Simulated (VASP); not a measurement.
```
SnSe
1.0
   11.83992     0.00000     0.00000
    0.00000     4.20301     0.00000
    0.00000     0.00000     4.56026
Sn Se
4 4
Direct
  0.12164   0.25000   0.11321
  0.37836   0.75000   0.61321
  0.87836   0.75000   0.88679
  0.62164   0.25000   0.38679
  0.85380   0.25000   0.47853
  0.64620   0.75000   0.97853
  0.14620   0.75000   0.52147
  0.35380   0.25000   0.02147
```

All values below come from PBE GGA, VASP's PBE PAW potentials (set 64) (plane waves; VASP 6.6.1). Run with 400 eV cut-off, Gaussian smearing of 0.050 eV, potentials Sn_d Se.

Without a dispersion term in the relaxation, distances and binding between the weakly bound layers, chains or molecules are unreliable, and so is what depends on them. Unless said otherwise, spin-orbit coupling is left out, though it shifts the bands of the heavy elements here.

Estimate the band gap (along the path) with the smallest direct gap where there is one.

```yaml
band gap (along the path): 0.65 eV
smallest direct gap (along the path): 0.88 eV
```

The structure was generated: SnSe was put into the GeS type (Pnma), which need not be its known phase. It was relaxed first.
